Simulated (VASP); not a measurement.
VASP ran on this input.

File KPOINTS:
```
Automatic mesh
0
Gamma
5 5 2
0 0 0
```

**INCAR**
```
ALGO = Normal
EDIFF = 1E-6
EDIFFG = -0.01
ENCUT = 300
GGA = PE
IBRION = 2
ISIF = 3
ISMEAR = 0
LASPH = .TRUE.
LCHARG = .FALSE.
LREAL = .FALSE.
LWAVE = .FALSE.
NELM = 100
NSW = 50
PREC = Accurate
SIGMA = 0.05
SYSTEM = Cl
```

### POSCAR
```
Cl
1
    2.2400000000    -3.1200000000     0.0000000000
    2.2400000000     3.1200000000     0.0000000000
    0.0000000000     0.0000000000     8.2600000000
Cl
4
Direct
  0.8885860000   0.8661970000   0.8915310000
  0.6156650000   0.6219550000   0.4021350000
  0.3850110000   0.3693160000   0.5998330000
  0.1107380000   0.1425320000   0.1065000000
```

POTCAR, in this order: Cl (PBE.64 set). Program: vasp_std.

**Question.** Write an equivalent input for Quantum ESPRESSO's pw.x.

**Answer.** One equivalent input (not run):
```
&CONTROL
  calculation = 'vc-relax'
  pseudo_dir = './pseudo'
  outdir = './out'
  tprnfor = .true.
  tstress = .true.
  nstep = 50
  forc_conv_thr = 0.00039
/
&SYSTEM
  ibrav = 0
  nat = 4
  ntyp = 1
  ecutwfc = 58
  occupations = 'smearing'
  smearing = 'gaussian'
  degauss = 0.003675
  input_dft = 'pbe'
/
&ELECTRONS
  conv_thr = 7.3e-08
  electron_maxstep = 100
/
&IONS
/
&CELL
/
ATOMIC_SPECIES
  Cl 35.450 Cl.upf
CELL_PARAMETERS angstrom
     2.2400000   -3.1200000    0.0000000
     2.2400000    3.1200000    0.0000000
     0.0000000    0.0000000    8.2600000
ATOMIC_POSITIONS crystal
  Cl   0.8885860  0.8661970  0.8915310
  Cl   0.6156650  0.6219550  0.4021350
  Cl   0.3850110  0.3693160  0.5998330
  Cl   0.1107380  0.1425320  0.1065000
K_POINTS automatic
  5 5 2 0 0 0
```
The two are equivalent in intent, not identical: the potentials are each code's own (VASP's PAW set, PseudoDojo norm-conserving files in pw.x), so ENCUT and ecutwfc are chosen apart and not converted; conv_thr bounds pw.x's estimated SCF error, while EDIFF bounds the energy change between steps; forc_conv_thr acts on force components and is met together with etot_conv_thr.

The structure is a typed Cl crystal. In the starting cell atoms are displaced from their ideal sites. This run relaxes it. The run is one of a series of settings (EDIFFG = -0.01, IBRION = 2, ISIF = 3, NSW = 50 against the base run), some of them coarse on purpose.
